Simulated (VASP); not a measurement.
C:

```xyz
4
Lattice="2.4610 0.0000 0.0000 -1.2305 2.1313 0.0000 0.0000 0.0000 8.0496" Properties=species:S:1:pos:R:3 pbc="T T T"
C     0.0000    0.0000    2.0124
C     0.0000    1.4209    2.0124
C     0.0000    0.0000    6.0372
C     1.2305    0.7104    6.0372
```

The cell was built by a generator and needn't be a form met in nature.

Base run:

| Property | Result |
| --- | --- |
| Program | VASP 6.6.1 |
| Functional | r2SCAN |
| Potentials or basis | VASP PAW PBE potentials, release 64 (C) |
| Cutoff | 520 eV |
| k mesh | 16 × 16 × 4 |
| Occupations | fermi-dirac, width 0.05 eV |
| Spin | no spin polarisation |

Its results: band gap on the k mesh 1.07 eV, direct; pressure -1.2 GPa.

Problem. After a change of settings the same cell gave: band gap on the k mesh 1.06 eV, direct; pressure -1.6 GPa. Which change was it?
A. dispersion from none to rVV10
B. functional from r2SCAN to vdW-DF
C. functional from r2SCAN to vdW-DF2
D. functional from r2SCAN to optB88-vdW

Solution. A.

Dispersion adds attraction, which lowers the pressure at fixed volume.

Caveats: the PAW data sets were made with another functional, which shifts forces and pressure a little.

Runs at the PBE level aren't shown here.
